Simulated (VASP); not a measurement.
# GaN with AM05: from relaxation to properties, part 2 of 9

What structure and properties does AM05 give GaN, and how near are they to the measured ones? The start is a cell from a database of measured crystal structures.

VASP 6.6.1, plane waves and PAW; the level of theory is named at each step.

So far, gap on the k-mesh (eV): step 2 (relaxing cell and atoms (AM05)) 2.02. The relaxed cell has a = 3.180, c = 5.177 Å (conventional setting).

The database entry behind the starting cell differs from later determinations by our own check (thin film, about 0.3 % long), so it need not match the best structure at ambient conditions.

## Step 3: Second relaxation

Level of this step: AM05; plane waves and PAW (Ga_d, N) (VASP).

The basis stayed that of the start cell while the cell moved. A rerun from the cell reached resets it; the error of the finite cutoff stays.

INCAR

```
SYSTEM = GaN
PREC = Accurate
ENCUT = 520
EDIFF = 1E-06
NELM = 100
ISMEAR = 0
SIGMA = 0.05
LREAL = .FALSE.
ALGO = Normal
GGA = AM
NBANDS = 24
LORBIT = 11
LWAVE = .FALSE.
LCHARG = .FALSE.
KPAR = 4
IBRION = 2
NSW = 60
ISIF = 3
EDIFFG = -0.01
```

POSCAR

```
GaN
1.0
    3.1804015281      0.0000000000      0.0000000000
   -1.5902007640      2.7543085176      0.0000000000
    0.0000000000      0.0000000000      5.1773553217
Ga N
2 2
Direct
    0.6666666667      0.3333333333      0.5915912693
    0.3333333333      0.6666666667      0.0915912693
    0.6666666667      0.3333333333      0.9684087307
    0.3333333333      0.6666666667      0.4684087307
```

KPOINTS

```
Automatic mesh
0
Gamma
8 8 5
0 0 0
```

PAW data sets: Ga_d and N (PBE family, release 64).

Started as:

```bash
$ mpirun -np 4 vasp_std
```

The program printed:

```text
[banner, memory and clock lines left out]
running    4 mpi-ranks, on    1 nodes
 distrk:  each k-point on    1 cores,    4 groups
 distr:  one band on    1 cores,    1 groups

 POSCAR found type information on POSCAR GaN
 POSCAR found :  2 types and       4 ions
 [... a notice as in an earlier step ...]

 LDA part: xc-table for (Slater+PW92), standard interpolation
 POSCAR, INCAR and KPOINTS ok, starting setup
 FFT: planning ... GRIDC
 FFT: planning ... GRID_SOFT
 FFT: planning ... GRID
 WAVECAR not read
 entering main loop
       N       E                     dE             d eps       ncg     rms          rms(c)
DAV:   1     0.266976885648E+03    0.26698E+03   -0.18128E+04  1576   0.278E+03
DAV:   2     0.398432001608E+01   -0.26299E+03   -0.25122E+03  1584   0.515E+02
DAV:   3    -0.279908635550E+02   -0.31975E+02   -0.31700E+02  1728   0.144E+02
DAV:   4    -0.289172723679E+02   -0.92641E+00   -0.92513E+00  1848   0.274E+01
DAV:   5    -0.289344932629E+02   -0.17221E-01   -0.17218E-01  1664   0.340E+00    0.102E+01
DAV:   6    -0.253410309072E+02    0.35935E+01   -0.10753E+01  2488   0.517E+01    0.313E+00
DAV:   7    -0.254189249458E+02   -0.77894E-01   -0.14234E+00  1536   0.896E+00    0.269E+00
DAV:   8    -0.254105255394E+02    0.83994E-02   -0.22810E-01  2456   0.674E+00    0.101E+00
DAV:   9    -0.253871332587E+02    0.23392E-01   -0.90490E-02  2488   0.505E+00    0.316E-01
DAV:  10    -0.253881536969E+02   -0.10204E-02   -0.48594E-03  1656   0.676E-01    0.883E-02
DAV:  11    -0.253879838639E+02    0.16983E-03   -0.15022E-03  2256   0.700E-01    0.354E-02
DAV:  12    -0.253879989169E+02   -0.15053E-04   -0.16515E-04  1544   0.943E-02    0.304E-02
DAV:  13    -0.253880015012E+02   -0.25844E-05   -0.92901E-05  2184   0.126E-01    0.287E-02
DAV:  14    -0.253879987039E+02    0.27973E-05   -0.16419E-05  2048   0.409E-02    0.127E-02
DAV:  15    -0.253879986110E+02    0.92899E-07   -0.11151E-06  1312   0.764E-03
   1 F= -.25387999E+02 E0= -.25387999E+02  d E =-.253880E+02
 curvature:   0.00 expect dE= 0.000E+00 dE for cont linesearch  0.000E+00
 trial: gam= 0.00000 g(F)=  0.101E-06 g(S)=  0.211E-04 ort = 0.000E+00 (trialstep = 0.100E+01)
 search vector abs. value=  0.212E-04
 reached required accuracy - stopping structural energy minimisation
```

It took 16 s on 4 MPI ranks of AMD EPYC 7R43, shared host; peak memory 0.52 GiB; 48 s of CPU time.

Parts of OUTCAR (step 3):

```text
  LATTYP: Found a hexagonal cell.
 ALAT       =     3.1804015281
 C/A-ratio  =     1.6278936090

 Found     30 irreducible k-points:

   ENCUT  =  520.0 eV  38.22 Ry    6.18 a.u.   5.91  5.91  9.63*2*pi/ulx,y,z

   NELECT =      36.0000    total number of electrons

 E-fermi :   5.6032

 k-point     1 :       0.0000    0.0000    0.0000
  band No.  band energies     occupation
    ...
     14       4.2560      2.00000
     15       4.2560      2.00000
     16       5.2728      2.00000
     17       5.3098      2.00000
     18       5.3098      2.00000
     19       7.3254      0.00000
     20       9.5952      0.00000
     21      14.5195      0.00000
     22      15.1692      0.00000
     23      15.1692      0.00000
    ...

 k-point     2 :       0.1250   -0.0000    0.0000
  band No.  band energies     occupation
    ...
     14       3.1887      2.00000
     15       3.9413      2.00000
     16       4.1641      2.00000
     17       5.1132      2.00000
     18       5.1680      2.00000
     19       8.3486      0.00000
     20      10.4571      0.00000
     21      13.9266      0.00000
     22      14.4307      0.00000
     23      15.5547      0.00000
    ...

  Total       -0.0219128     -0.0219128      0.0280413     -0.0000000      0.0000000      0.0000000
  in kB       -0.7741150     -0.7741150      0.9906182     -0.0000000      0.0000000      0.0000000
  external PRESSURE =      -0.1858706 kB  Pullay stress =       0.0000000 kB

  energy-cutoff  :      520.00
  volume of cell :       45.35
      direct lattice vectors                 reciprocal lattice vectors
     3.180401528  0.000000000  0.000000000     0.314425707  0.181533767  0.000000000
    -1.590200764  2.754308518  0.000000000     0.000000000  0.363067534  0.000000000
     0.000000000  0.000000000  5.177355322     0.000000000  0.000000000  0.193148806

 POSITION                                       TOTAL-FORCE (eV/Angst)
 -----------------------------------------------------------------------------------
      1.59020      0.91810      3.06288        -0.000000      0.000000     -0.000724
     -0.00000      1.83621      0.47420         0.000000     -0.000000     -0.000724
      1.59020      0.91810      5.01380         0.000000     -0.000000      0.000724
     -0.00000      1.83621      2.42512        -0.000000      0.000000      0.000724
 -----------------------------------------------------------------------------------
    total drift:                               -0.000001     -0.000002      0.001362

  FREE ENERGIE OF THE ION-ELECTRON SYSTEM (eV)
  ---------------------------------------------------
  free  energy   TOTEN  =       -25.3879986110 eV

  energy  without entropy=      -25.3879986110  energy(sigma->0) =      -25.38799861

 total charge
# of ion       s       p       d       tot
------------------------------------------
    1        0.792   0.915  10.187  11.894
    2        0.792   0.915  10.187  11.894
    3        1.216   2.517   0.000   3.733
    4        1.216   2.517   0.000   3.733
--------------------------------------------------
tot          4.015   6.864  20.374  31.253

[... 5 parts as in an earlier step ...]

[... 7 further parts left out ...]
```

CONTCAR:

```
GaN
   1.00000000000000
     3.1804015281000000    0.0000000000000000    0.0000000000000000
    -1.5902007640000000    2.7543085176000002    0.0000000000000000
     0.0000000000000000    0.0000000000000000    5.1773553217000003
  Ga              N
     2     2
Direct
     0.6666666667000030    0.3333333332999970    0.5915912692999967
     0.3333333332999970    0.6666666667000030    0.0915912692999967
     0.6666666667000030    0.3333333332999970    0.9684087306999984
     0.3333333332999970    0.6666666667000030    0.4684087306999984
```

Little changed from the start: no atom moved by 0.005 Å and no cell edge by 0.1 %.

This step gave:

```
Fermi energy                    : 5.603 eV
pressure                        : -0.01859 GPa
SCF cycles over all ionic steps : 15
gap on the k-mesh               : 2.016 eV
least direct gap on the k-mesh  : 2.016 eV
```

It ends with a largest force of 0.001 eV/Å and a pressure of -0.02 GPa. The volume moved by under 0.01 %: the run met its threshold at the first step.

## Step 4: Single point with fields (AM05)

A single point on the relaxed cell gives a clean self-consistent state, with density, ELF and potential written out.

INCAR: that of step 3 with these lines changed.

```diff
@@ -13,7 +13,5 @@
 LWAVE = .FALSE.
-LCHARG = .FALSE.
-KPAR = 4
-IBRION = 2
-NSW = 60
-ISIF = 3
-EDIFFG = -0.01
+LCHARG = .TRUE.
+ISIF = 2
+LELF = .TRUE.
+LVHAR = .TRUE.
```

POSCAR is that of step 3.

KPOINTS is that of step 3.

Started as:

```bash
$ mpirun -np 4 vasp_std
```

The program printed:

```text
[banner, memory and clock lines left out]
running    4 mpi-ranks, on    1 nodes
 distrk:  each k-point on    4 cores,    1 groups
 distr:  one band on    1 cores,    4 groups

 POSCAR found type information on POSCAR GaN
 POSCAR found :  2 types and       4 ions
 [... a notice as in an earlier step ...]

 LDA part: xc-table for (Slater+PW92), standard interpolation
 POSCAR, INCAR and KPOINTS ok, starting setup
 FFT: planning ... GRIDC
 FFT: planning ... GRID_SOFT
 FFT: planning ... GRID
 WAVECAR not read
 entering main loop
       N       E                     dE             d eps       ncg     rms          rms(c)
DAV:   1     0.266976885646E+03    0.26698E+03   -0.18128E+04  1576   0.278E+03
DAV:   2     0.398432001612E+01   -0.26299E+03   -0.25122E+03  1584   0.515E+02
[... 1 cycle as in an earlier step ...]
DAV:   4    -0.289172723680E+02   -0.92641E+00   -0.92513E+00  1848   0.274E+01
DAV:   5    -0.289344932630E+02   -0.17221E-01   -0.17218E-01  1664   0.340E+00    0.102E+01
[... 1 cycle as in an earlier step ...]
DAV:   7    -0.254189249459E+02   -0.77894E-01   -0.14234E+00  1536   0.896E+00    0.269E+00
DAV:   8    -0.254105255397E+02    0.83994E-02   -0.22810E-01  2456   0.674E+00    0.101E+00
DAV:   9    -0.253871332589E+02    0.23392E-01   -0.90490E-02  2488   0.505E+00    0.316E-01
DAV:  10    -0.253881536970E+02   -0.10204E-02   -0.48594E-03  1656   0.676E-01    0.883E-02
[... 1 cycle as in an earlier step ...]
DAV:  12    -0.253879989171E+02   -0.15053E-04   -0.16515E-04  1544   0.943E-02    0.304E-02
DAV:  13    -0.253880015014E+02   -0.25844E-05   -0.92901E-05  2184   0.126E-01    0.287E-02
DAV:  14    -0.253879987040E+02    0.27974E-05   -0.16419E-05  2048   0.409E-02    0.127E-02
DAV:  15    -0.253879986112E+02    0.92828E-07   -0.11151E-06  1312   0.764E-03
   1 F= -.25387999E+02 E0= -.25387999E+02  d E =-.199961E-18
```

Run time: 16 s. Hardware: 4 MPI ranks; peak memory 0.34 GiB; 48 s of CPU time.

Parts of OUTCAR (step 4):

```text
 Found     30 irreducible k-points:

   NELECT =      36.0000    total number of electrons

 E-fermi :   5.6032

  Total       -0.0219128     -0.0219128      0.0280413     -0.0000000      0.0000000      0.0000000
  in kB       -0.7741161     -0.7741161      0.9906178     -0.0000000      0.0000000      0.0000000
  external PRESSURE =      -0.1858715 kB  Pullay stress =       0.0000000 kB

 POSITION                                       TOTAL-FORCE (eV/Angst)
 -----------------------------------------------------------------------------------
      1.59020      0.91810      3.06288        -0.000000      0.000000     -0.000724
     -0.00000      1.83621      0.47420         0.000000     -0.000000     -0.000724
      1.59020      0.91810      5.01380        -0.000000      0.000000      0.000724
     -0.00000      1.83621      2.42512         0.000000      0.000000      0.000724
 -----------------------------------------------------------------------------------
    total drift:                               -0.000001     -0.000002      0.001362

  FREE ENERGIE OF THE ION-ELECTRON SYSTEM (eV)
  ---------------------------------------------------
  free  energy   TOTEN  =       -25.3879986112 eV

  energy  without entropy=      -25.3879986112  energy(sigma->0) =      -25.38799861

[... 17 parts as in an earlier step ...]
```

This step gave:

```yaml
scf_cycles: 15
```

Valence electrons inside each PAW sphere by angular momentum. Sphere charges, by row:

```tsv
atom	s (e)	p (e)	d (e)	tot (e)
Ga1	0.792	0.915	10.19	11.89
Ga2	0.792	0.915	10.19	11.89
N3	1.216	2.517	0	3.733
N4	1.216	2.517	0	3.733
```

ELF in the ac plane at fractional y = 0.333, with atoms of Ga and N within 0.2 Å of it. It is the smooth field of the valence electrons, not physical close to the nuclei.

Values, 22 rows by 16 columns, each cell a mean:
```
0.50 0.27 0.17 0.16 0.23 0.42 0.66 0.79 0.79 0.57 0.23 0.17 0.46 0.75 0.81 0.73
0.47 0.25 0.14 0.13 0.20 0.39 0.62 0.76 0.79 0.71 0.55 0.52 0.66 0.78 0.78 0.68
0.37 0.18 0.10 0.09 0.14 0.30 0.51 0.69 0.78 0.81 0.81 0.80 0.81 0.80 0.73 0.58
0.24 0.11 0.06 0.05 0.09 0.19 0.37 0.54 0.66 0.74 0.78 0.78 0.76 0.69 0.59 0.43
0.16 0.08 0.05 0.04 0.07 0.13 0.23 0.33 0.41 0.48 0.53 0.54 0.50 0.43 0.35 0.26
0.14 0.10 0.07 0.07 0.09 0.13 0.17 0.22 0.28 0.31 0.32 0.32 0.32 0.29 0.24 0.19
0.17 0.17 0.16 0.16 0.17 0.17 0.20 0.24 0.21 0.15 0.11 0.11 0.13 0.19 0.24 0.21
0.23 0.28 0.32 0.32 0.30 0.25 0.25 0.24 0.14 0.06 0.05 0.05 0.04 0.10 0.21 0.25
0.29 0.41 0.48 0.48 0.44 0.33 0.30 0.25 0.12 0.03 0.08 0.11 0.03 0.08 0.21 0.29
0.38 0.53 0.60 0.60 0.56 0.43 0.34 0.29 0.16 0.05 0.05 0.05 0.04 0.11 0.25 0.31
0.45 0.60 0.65 0.65 0.62 0.51 0.37 0.31 0.23 0.13 0.07 0.07 0.10 0.19 0.29 0.33
0.50 0.61 0.64 0.64 0.62 0.55 0.40 0.29 0.26 0.23 0.20 0.19 0.22 0.25 0.26 0.34
0.47 0.55 0.59 0.59 0.56 0.50 0.39 0.27 0.21 0.21 0.22 0.22 0.21 0.20 0.22 0.33
0.37 0.45 0.50 0.50 0.47 0.40 0.31 0.22 0.16 0.14 0.14 0.14 0.13 0.14 0.18 0.26
0.24 0.32 0.37 0.38 0.34 0.28 0.20 0.13 0.10 0.08 0.07 0.07 0.07 0.08 0.11 0.16
0.16 0.21 0.24 0.25 0.22 0.18 0.13 0.09 0.07 0.05 0.05 0.05 0.05 0.06 0.07 0.11
0.14 0.16 0.18 0.18 0.17 0.15 0.13 0.11 0.11 0.12 0.12 0.12 0.12 0.11 0.11 0.12
0.17 0.18 0.19 0.20 0.19 0.18 0.19 0.23 0.30 0.35 0.38 0.38 0.36 0.31 0.25 0.20
0.23 0.21 0.22 0.22 0.22 0.22 0.29 0.42 0.55 0.62 0.64 0.65 0.63 0.58 0.47 0.32
0.29 0.24 0.23 0.23 0.23 0.28 0.41 0.61 0.74 0.77 0.76 0.76 0.77 0.76 0.67 0.47
0.37 0.25 0.22 0.22 0.24 0.33 0.54 0.74 0.82 0.78 0.69 0.67 0.75 0.82 0.79 0.62
0.46 0.26 0.20 0.20 0.24 0.39 0.63 0.80 0.82 0.66 0.38 0.32 0.57 0.79 0.83 0.71
```
Columns run along a (3.2 Å), rows up along c (5.2 Å). Atoms in or near the plane, at fractional coordinates: Ga at (0.67, 0.59), N at (0.67, 0.97).

Valence density in the ac plane at fractional y = 0.333, with atoms of Ga and N within 0.2 Å of it. It is the smooth field of the valence electrons, not physical close to the nuclei.

Ten steps, logarithmic in the rise over the least value, from '0' (0 e/Å³) to '9' (15 e/Å³):
```
2111123456666643
2110112356666543
1000012345665432
1000001234554322
0000001223343321
0000001123333221
0000001134554321
1000011256777531
1111112468998752
2111112579999863
2222222579999863
2222222478998753
2222222357887642
2222222234555322
2222222112232211
1122211111111111
1111111000000000
0111100000000000
0011000000000000
0111100000000000
1111111111111111
1122211112222211
2222222223333322
2222222344554432
2222223345666543
2211223456666543
```
Columns run along a (3.2 Å), rows up along c (5.2 Å). Atoms in or near the plane, at fractional coordinates: Ga at (0.67, 0.59), N at (0.67, 0.97).

Electrostatic potential energy in the ac plane at fractional y = 0.333, with atoms of Ga and N within 0.2 Å of it. With pseudopotentials it is smooth inside the atoms' cores, unlike the true potential.

Ten even steps from '0' (-48 eV) to '9' (3 eV):
```
9999999830230179
9999999840000289
9999999973002699
9999999998667899
9999999999888999
9999999987777899
9999999865445679
9999998643222458
9999997531001247
8999997420000136
8999997420000136
8999997521000246
9999998642112357
9999999864334579
9999999987666799
9999999999889999
9999999999999999
9999999999999999
9999999999999999
9999999999999999
9988899999999999
9877889999999999
8777789999999999
8777789987446899
9877789861000589
9888899830010179
```
Columns run along a (3.2 Å; values clipped at the 3rd and 97th percentile), rows up along c (5.2 Å). Atoms in or near the plane, at fractional coordinates: Ga at (0.67, 0.59), N at (0.67, 0.97).

In this run the pressure is -0.02 GPa, small enough to go on.

(Continued in part 3 of 9.)

[Lines on the potential files, build, host, timing and source positions are cut from VASP's logs without a mark.]

[Logs are printed without paths, hosts, clocks, repeated set-up lines and the standing remarks that a program may print on its own settings, such as how far it seeks lower states.]

[Hosts, paths, dates, database ids (printed as entryN), source tags and the programs' standing remarks are cut or masked in the printed files.]

[A measured line is paired with the nearest computed mode of its activity, which favours agreement.]
